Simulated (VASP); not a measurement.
```yaml
crystal:
  lattice:
    - [0.00000, 3.39351, 3.39351]
    - [3.39351, 0.00000, 3.39351]
    - [3.39351, 3.39351, 0.00000]
  atoms:
    - { symbol: Rb, position: [0.00000, 0.00000, 0.00000] }
    - { symbol: Cl, position: [0.50000, 0.50000, 0.50000] }
```

Calculation: PBE GGA with D3 dispersion (zero damping), VASP's PBE PAW potentials (set 64) (plane waves; VASP). Numerical set-up: 520 eV cut-off, 7×7×7 Γ-centred mesh, Gaussian smearing of 0.050 eV, potentials Rb_sv Cl.

What does the run give for the energy per atom (σ→0), band gap (on the k-mesh) with the smallest direct gap where there is one?

- band gap (on the k-mesh) = 4.72 eV
- smallest direct gap (on the k-mesh) = 4.72 eV
- energy per atom (σ→0) = -3.525 eV/atom

The absolute energy has meaning only against runs of the same code, potentials and settings.

The compound is RbCl in the rock salt structure. This cell is one point of a volume scan, at 1.03 of the reference volume.
